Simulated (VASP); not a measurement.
Consider the following.

```xyz
5
Lattice="4.0444 0.0000 0.0000 0.0000 4.0444 0.0000 0.0000 0.0000 4.0444" Properties=species:S:1:pos:R:3 pbc="T T T"
K      0.0000     0.0000     0.0000
Mg     2.0222     2.0222     2.0222
F      2.0222     0.0000     2.0222
F      0.0000     2.0222     2.0222
F      2.0222     2.0222     0.0000
```

Computed with PBE GGA, VASP's PBE PAW potentials (set 64) (plane waves; VASP). Settings: 520 eV cut-off, 7×7×7 Γ-centred mesh, Gaussian smearing of 0.010 eV, potentials K_sv Mg F.

### Question
Give the direction-averaged independent-particle dielectric function (no local fields, no excitons; a broadening of 0.1 eV leaves a tail below the gap, and fine structure carries the noise of the k-mesh).

### Answer

| ħω (eV) | ε₁ | ε₂ |
|---|---|---|
| 0.00 | 2.09 | 0.00 |
| 0.40 | 2.09 | 0.00 |
| 0.90 | 2.09 | 0.00 |
| 1.40 | 2.10 | 0.00 |
| 1.90 | 2.11 | 0.00 |
| 2.40 | 2.12 | 0.00 |
| 2.90 | 2.14 | 0.00 |
| 3.40 | 2.16 | 0.00 |
| 3.90 | 2.18 | 0.01 |
| 4.40 | 2.21 | 0.01 |
| 4.90 | 2.25 | 0.01 |
| 5.40 | 2.30 | 0.01 |
| 5.90 | 2.36 | 0.01 |
| 6.40 | 2.44 | 0.02 |
| 6.90 | 2.57 | 0.04 |
| 7.40 | 2.74 | 0.14 |
| 7.80 | 2.79 | 0.37 |
| 8.30 | 2.65 | 0.53 |
| 8.80 | 3.02 | 0.64 |
| 9.30 | 2.52 | 0.49 |
| 9.80 | 2.91 | 1.00 |
| 10.30 | 3.14 | 1.25 |
| 10.80 | 2.79 | 1.68 |
| 11.30 | 2.08 | 2.26 |
| 11.80 | 1.35 | 1.42 |
| 12.30 | 1.55 | 1.00 |
| 12.80 | 1.67 | 1.37 |
| 13.30 | 1.36 | 0.97 |
| 13.80 | 1.60 | 0.55 |
| 14.30 | 1.94 | 0.88 |
| 14.80 | 1.97 | 0.91 |
| 15.30 | 2.40 | 0.86 |
ε₂ peaks at 9.1 eV (height 1.1), 10.6 eV (height 1.9), 11.1 eV (height 2.4), 12.8 eV (height 1.4); ε₁(0) averages 2.09, so the electronic refractive index below the gap tends to √2.09 = 1.45.

The compound is KMgF3 in the cubic perovskite structure. It was relaxed first.
